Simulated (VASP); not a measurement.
Computed with PBEsol GGA, VASP's PBE PAW potentials (set 64) (plane waves; VASP).

A VASP calculation is set up with these files.

### KPOINTS
```
Automatic mesh
0
Gamma
10 10 10
0 0 0
```

POSCAR:
```
BP
1
   -0.0000000000     2.2605481103     2.2605481103
    2.2605481103     0.0000000000     2.2605481103
    2.2605481103     2.2605481103     0.0000000000
B P
1 1
Direct
  0.0000000000   0.0000000000   0.0000000000
  0.2500000000   0.2500000000   0.2500000000
```

INCAR:
```
! general
SYSTEM  = BP
PREC    = Accurate
ENCUT   = 600
LREAL   = .FALSE.   ! projection in real space or not
LASPH   = .TRUE.   ! aspherical one-centre terms

! electronic loop
EDIFF   = 1E-7   ! SCF stop (eV)
NELM    = 100   ! most electronic steps
ALGO    = Normal

! smearing
ISMEAR  = 0
SIGMA   = 0.05   ! width (eV)

! functional
GGA     = PS   ! PBEsol

! ions
IBRION  = 2   ! conjugate gradients
NSW     = 40   ! most ionic steps
ISIF    = 3   ! ions, shape and volume
EDIFFG  = -0.01   ! ionic stop
PSTRESS = 200   ! kbar

! output
LWAVE   = .FALSE.
LCHARG  = .FALSE.
```

POTCAR, in this order: B P (PBE.64 set). Program: vasp_std.

Output

OSZICAR:
```
       N       E                     dE             d eps       ncg     rms          rms(c)
DAV:   1     0.116713600123E+02    0.11671E+02   -0.44050E+03   752   0.101E+03
DAV:   2    -0.141089372232E+02   -0.25780E+02   -0.24293E+02  1144   0.117E+02
DAV:   3    -0.144069639885E+02   -0.29803E+00   -0.29803E+00   888   0.167E+01
DAV:   4    -0.144076703690E+02   -0.70638E-03   -0.70638E-03  1200   0.877E-01
DAV:   5    -0.144076707051E+02   -0.33611E-06   -0.33611E-06   904   0.141E-02    0.713E+00
DAV:   6    -0.137873483850E+02    0.62032E+00   -0.15687E+00   808   0.677E+00    0.385E+00
DAV:   7    -0.136848112671E+02    0.10254E+00   -0.28045E-01  1144   0.319E+00    0.121E+00
DAV:   8    -0.136750909779E+02    0.97203E-02   -0.27781E-02   824   0.113E+00    0.191E-01
DAV:   9    -0.136752040362E+02   -0.11306E-03   -0.48001E-04  1056   0.204E-01    0.103E-01
DAV:  10    -0.136752606228E+02   -0.56587E-04   -0.12279E-04   832   0.827E-02    0.208E-02
DAV:  11    -0.136752647384E+02   -0.41156E-05   -0.41574E-06  1120   0.186E-02    0.250E-02
DAV:  12    -0.136752650416E+02   -0.30319E-06   -0.14810E-06   864   0.733E-03    0.457E-03
DAV:  13    -0.136752650576E+02   -0.15965E-07   -0.29856E-08   400   0.160E-03
   1 F= -.10791295E+02 E0= -.10791295E+02  d E =-.107913E+02
       N       E                     dE             d eps       ncg     rms          rms(c)
DAV:   1    -0.134417573541E+02    0.23351E+00   -0.14236E+01   824   0.328E+01    0.527E+00
DAV:   2    -0.131318380334E+02    0.30992E+00   -0.49326E-01  1000   0.495E+00    0.274E+00
DAV:   3    -0.130329457804E+02    0.98892E-01   -0.22724E-01   856   0.281E+00    0.111E+00
DAV:   4    -0.130300139739E+02    0.29318E-02   -0.34099E-03   944   0.513E-01    0.798E-01
DAV:   5    -0.130284740199E+02    0.15400E-02   -0.24391E-03   864   0.353E-01    0.234E-01
DAV:   6    -0.130284626614E+02    0.11358E-04   -0.71842E-05   864   0.696E-02    0.636E-02
DAV:   7    -0.130284636604E+02   -0.99897E-06   -0.49273E-06  1008   0.168E-02    0.514E-03
DAV:   8    -0.130284633824E+02    0.27798E-06   -0.13293E-07   824   0.323E-03    0.166E-03
DAV:   9    -0.130284633201E+02    0.62308E-07   -0.28520E-08   440   0.112E-03
   2 F= -.10705414E+02 E0= -.10705414E+02  d E =0.858811E-01
       N       E                     dE             d eps       ncg     rms          rms(c)
DAV:   1    -0.136809935908E+02   -0.65253E+00   -0.39690E+00   816   0.161E+01    0.258E+00
DAV:   2    -0.135862415147E+02    0.94752E-01   -0.17918E-01  1008   0.287E+00    0.142E+00
DAV:   3    -0.135588057458E+02    0.27436E-01   -0.62991E-02   840   0.145E+00    0.315E-01
DAV:   4    -0.135573365368E+02    0.14692E-02   -0.17858E-03   960   0.332E-01    0.247E-01
DAV:   5    -0.135569893355E+02    0.34720E-03   -0.47510E-04   920   0.155E-01    0.119E-01
DAV:   6    -0.135569800488E+02    0.92867E-05   -0.12597E-05   896   0.296E-02    0.184E-02
DAV:   7    -0.135569792167E+02    0.83205E-06   -0.16543E-06  1032   0.823E-03    0.381E-03
DAV:   8    -0.135569793842E+02   -0.16753E-06   -0.90057E-08   576   0.238E-03    0.387E-04
DAV:   9    -0.135569793959E+02   -0.11654E-07   -0.82749E-09   408   0.687E-04
   3 F= -.10936270E+02 E0= -.10936270E+02  d E =-.144975E+00
       N       E                     dE             d eps       ncg     rms          rms(c)
DAV:   1    -0.135510734252E+02    0.59060E-02   -0.15382E-03   816   0.322E-01    0.505E-02
DAV:   2    -0.135510373914E+02    0.36034E-04   -0.67748E-05  1008   0.552E-02    0.272E-02
DAV:   3    -0.135510276204E+02    0.97711E-05   -0.23737E-05   832   0.282E-02    0.746E-03
DAV:   4    -0.135510274673E+02    0.15307E-06   -0.61766E-07   984   0.628E-03    0.574E-03
DAV:   5    -0.135510276930E+02   -0.22568E-06   -0.21496E-07   720   0.329E-03    0.236E-03
DAV:   6    -0.135510277624E+02   -0.69388E-07   -0.73394E-09   376   0.791E-04
   4 F= -.10936374E+02 E0= -.10936374E+02  d E =-.145078E+00
```

File OUTCAR:
```
------------------------ aborting loop because EDIFF is reached ----------------------------------------
  FORCE on cell =-STRESS in cart. coord.  units (eV):
  Direction    XX          YY          ZZ          XY          YZ          ZX
  --------------------------------------------------------------------------------------
  Total        2.6069296      2.6069296      2.6069296     -0.0000000      0.0000000     -0.0000000
  in kB      199.4091315    199.4091315    199.4091315     -0.0000000      0.0000000     -0.0000000
  external PRESSURE =      -0.5908685 kB  Pullay stress =     200.0000000 kB
  volume of cell :       20.95
      direct lattice vectors                 reciprocal lattice vectors
    -0.000000000  2.187870522  2.187870522    -0.228532719  0.228532719  0.228532719
     2.187870522 -0.000000000  2.187870522     0.228532719 -0.228532719  0.228532719
     2.187870522  2.187870522 -0.000000000     0.228532719  0.228532719 -0.228532719
  FREE ENERGIE OF THE ION-ELECTRON SYSTEM (eV)
  ---------------------------------------------------
  free  energy   TOTEN  =       -13.5510277624 eV

  energy  without entropy=      -13.5510277624  energy(sigma->0) =      -13.55102776
  enthalpy is  TOTEN    =       -10.9363735611 eV   P V=        2.6146542012

 reached required accuracy - stopping structural energy minimisation
```
(Selected blocks of OUTCAR.)

**CONTCAR**
```
BP
   1.00000000000000
    -0.0000000000000000    2.1878705221853343    2.1878705221853343
     2.1878705221853343   -0.0000000000000000    2.1878705221853343
     2.1878705221853343    2.1878705221853343   -0.0000000000000000
  B               P
     1     1
Direct
     0.0000000000000000    0.0000000000000000    0.0000000000000000
     0.2500000000000000    0.2500000000000000    0.2500000000000000
```

Energy and stress use the plane-wave basis of the starting cell.

The compound is BP in the zinc blende structure. This run relaxes it under an external pressure of 20 GPa. Symmetry was kept, so distortions that lower it aren't found.
